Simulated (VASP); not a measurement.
Shape and ions are relaxed at each volume.

AuCu is taken in the tetragonal space group P4/mmm (No. 123), Pearson symbol tP2. Conventional cell: a = 2.8311 Å, b = 2.8311 Å, c = 3.7468 Å, α = 90.00°, β = 90.00°, γ = 90.00°. Cu on 1a sees 8 Au at 2.742 Å and 4 Cu at 2.831 Å (cuboctahedral). Au on 1d is coordinated by 8 Cu at 2.742 Å and 4 Au at 2.831 Å (cuboctahedral). (Neighbours: up to the widest gap in distance over summed covalent radii, below 1.35, at either atom.)

The numbers are results of PBE GGA, VASP's PBE PAW potentials (set 64) (plane waves; VASP), not measurements. Run with 520 eV cut-off, 13×13×10 Γ-centred mesh, first-order Methfessel-Paxton smearing of 0.10 eV, potentials Cu Au.

Problem. Give the energy at these volumes per atom, relative to the lowest: 14.11, 14.56, 15.01, 15.46, 15.91 Å³.

Solution. 27.4, 6.5, 0.0, 5.4, 20.5 meV/atom. A third-order Birch-Murnaghan fit gives B0 = 140 GPa and B0′ = 5.7.

The compound is CuAu in the L1_0 structure. It was relaxed first.
